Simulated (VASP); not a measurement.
Here is the system:

```xyz
4
Lattice="3.8156 0.0000 0.0000 0.0000 3.8156 0.0000 0.0000 0.0000 3.8156" Properties=species:S:1:pos:R:3 pbc="T T T"
Al     0.0000     0.0000     0.0000
Pd     0.0000     1.9078     1.9078
Pd     1.9078     0.0000     1.9078
Pd     1.9078     1.9078     0.0000
```

All values below come from LDA (Ceperley-Alder, Perdew-Zunger) with spin-orbit coupling, VASP's LDA PAW potentials (set 64) (plane waves; VASP). Settings: 400 eV cut-off, 7×7×7 Γ-centred mesh, Gaussian smearing of 0.050 eV, potentials Al Pd.

### Question
Give the energies of bands 25 to 38 at the high-symmetry points, in eV from the Fermi level.

### Answer

```tsv
band	Γ	X	M	R
25	-0.14	-1.87	-2.16	-1.52
26	-0.14	-1.87	-2.16	-1.52
27	0.18	-1.80	-1.48	-1.52
28	0.18	-1.80	-1.48	-1.52
29	0.38	-1.58	-1.45	-1.33
30	0.38	-1.58	-1.45	-1.33
31	0.38	-0.73	-1.18	-0.18
32	0.38	-0.73	-1.18	-0.18
33	0.99	0.31	-0.62	-0.02
34	0.99	0.31	-0.62	-0.02
35	0.99	5.76	1.68	-0.02
36	0.99	5.76	1.68	-0.02
37	1.08	5.81	1.74	0.79
38	1.08	5.81	1.74	0.79
```

It has no gap at this level: it comes out as a metal or semimetal.

The structure comes from a computed database's AlPd3 entry (Pm-3m); how it stands against other phases isn't given here. It was relaxed first.
